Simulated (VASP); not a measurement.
Level of theory: PBEsol GGA, VASP's PBE PAW potentials (set 64) (plane waves; VASP).

VASP input:

**KPOINTS**
```
Automatic mesh
0
Gamma
12 12 12
0 0 0
```

### INCAR
```
SYSTEM = As
PREC = Accurate
ENCUT = 480
EDIFF = 1E-7
NELM = 100
ALGO = Normal
LREAL = .FALSE.
LASPH = .TRUE.
ISMEAR = 1
SIGMA = 0.1
GGA = PS
LMAXMIX = 4
LWAVE = .FALSE.
LCHARG = .FALSE.
ISIF = 2
```

### POSCAR
```
As
4.0103790
  0.8812860587  -0.4723926190  -0.0134228184
  0.8812860587   0.4723926190  -0.0134228184
  0.6399788657   0.0000000000   0.7683924946
As
2
Cart
  0.5537830644  -0.0000000000   0.1709250269
  1.8487679188  -0.0000000000   0.5706218310
```

POTCAR, in this order: As (PBE.64 set). Program: vasp_std.

Output of the run:

File OSZICAR:
```
       N       E                     dE             d eps       ncg     rms          rms(c)
DAV:   1     0.273594754166E+02    0.27359E+02   -0.42199E+03  3402   0.872E+02
DAV:   2    -0.906596494339E+01   -0.36425E+02   -0.35274E+02  5212   0.120E+02
DAV:   3    -0.102384816221E+02   -0.11725E+01   -0.11686E+01  4041   0.252E+01
DAV:   4    -0.102449874409E+02   -0.65058E-02   -0.65039E-02  4345   0.184E+00
DAV:   5    -0.102450027975E+02   -0.15357E-04   -0.15356E-04  3851   0.765E-02    0.333E+00
DAV:   6    -0.102277158578E+02    0.17287E-01   -0.45195E-03  3787   0.485E-01    0.198E+00
DAV:   7    -0.102179803453E+02    0.97355E-02   -0.98527E-03  3642   0.737E-01    0.675E-02
DAV:   8    -0.102180091304E+02   -0.28785E-04   -0.20356E-04  3550   0.113E-01    0.221E-02
DAV:   9    -0.102180206056E+02   -0.11475E-04   -0.23793E-05  4135   0.375E-02    0.795E-03
DAV:  10    -0.102180199214E+02    0.68419E-06   -0.24857E-06  3964   0.105E-02    0.255E-03
DAV:  11    -0.102180198357E+02    0.85717E-07   -0.29012E-07  3436   0.408E-03
   1 F= -.10218020E+02 E0= -.10218033E+02  d E =0.406489E-04
```

**OUTCAR**
```
------------------------ aborting loop because EDIFF is reached ----------------------------------------
  FORCE on cell =-STRESS in cart. coord.  units (eV):
  Direction    XX          YY          ZZ          XY          YZ          ZX
  --------------------------------------------------------------------------------------
  Total       -0.0074680      0.0008833      0.0000877      0.0000000      0.0000000     -0.0025776
  in kB       -0.2863196      0.0338667      0.0033642      0.0000000      0.0000000     -0.0988254
  external PRESSURE =      -0.0830296 kB  Pullay stress =       0.0000000 kB
  volume of cell :       41.79
      direct lattice vectors                 reciprocal lattice vectors
     3.534291103 -1.894473439 -0.053830589     0.139698928 -0.263925579 -0.116352466
     3.534291103  1.894473439 -0.053830589     0.139698928  0.263925579 -0.116352466
     2.566557804  0.000000000  3.081545124     0.004880717  0.000000000  0.320447476
 POSITION                                       TOTAL-FORCE (eV/Angst)
 -----------------------------------------------------------------------------------
      2.22088      0.00000      0.68547         0.001006      0.000000      0.000311
      7.41426      0.00000      2.28841        -0.001006      0.000000     -0.000311
 -----------------------------------------------------------------------------------
    total drift:                               -0.000000      0.000000     -0.000000
  FREE ENERGIE OF THE ION-ELECTRON SYSTEM (eV)
  ---------------------------------------------------
  free  energy   TOTEN  =       -10.2180198357 eV

  energy  without entropy=      -10.2180604845  energy(sigma->0) =      -10.21803339
```
(Selected blocks of OUTCAR.)

The compound is As in the a7 structure. It was relaxed first.
